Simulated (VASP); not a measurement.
Energy against volume of Pt₃Ti (L1_2). Computed with PBE GGA with D3 dispersion (Becke-Johnson damping), VASP's PBE PAW potentials (set 64) (plane waves; VASP). Settings: 520 eV cut-off, 8×8×8 Γ-centred mesh, first-order Methfessel-Paxton smearing of 0.10 eV, potentials Ti_sv Pt.

| V (Å³/atom) | E (eV/atom) |
|---|---|
| 13.965 | -8.09047 |
| 14.411 | -8.12837 |
| 14.857 | -8.14020 |
| 15.302 | -8.13031 |

**Question.** Fit these four points and predict the energy of the run at 15.748 Å³/atom.

**Answer.** A cubic in V^(−2/3), the third-order Birch-Murnaghan form, passes through the four points with V0 = 14.86 Å³/atom and B0 = 259 GPa, and gives -8.1022 eV/atom there. The run gave -8.1023 eV/atom, -0.1 meV/atom from the fit; all five points give B0 = 259 GPa.

The compound is Pt3Ti in the L1_2 structure. It was relaxed first.
